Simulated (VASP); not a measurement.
Here is the system:

```xyz
5
Lattice="4.9428 0.0000 0.0000 0.0000 4.9428 0.0000 0.0000 0.0000 4.9428" Properties=species:S:1:pos:R:3 pbc="T T T"
Nd     2.4714     2.4714     0.0000
Nd     0.0000     2.4714     2.4714
Nd     2.4714     0.0000     2.4714
Sn     0.0000     0.0000     0.0000
N      2.4714     2.4714     2.4714
```

Method: PBEsol GGA, VASP's PBE PAW potentials (set 64) (plane waves; VASP). Settings: 520 eV cut-off, 6×6×6 Γ-centred mesh, first-order Methfessel-Paxton smearing of 0.10 eV, potentials Nd_3 Sn_d N.

The 4f electrons are frozen in the core of the lanthanide potential, so 4f levels, which can set the real gap, and their magnetism are missing. Unless said otherwise, spin-orbit coupling is left out, though it shifts the bands of the heavy elements here.

### Question
Estimate the energy per atom (σ→0), band gap (on the k-mesh) with the smallest direct gap where there is one.

### Answer

```yaml
band gap (on the k-mesh): none (metal, semimetal or under 0.01 eV)
energy per atom (σ→0): -6.711 eV/atom
```

The absolute energy has meaning only against runs of the same code, potentials and settings.

The structure comes from a computed database's Nd3SnN entry (Pm-3m); how it stands against other phases isn't given here. It was relaxed first. The start is the result of an earlier pass.
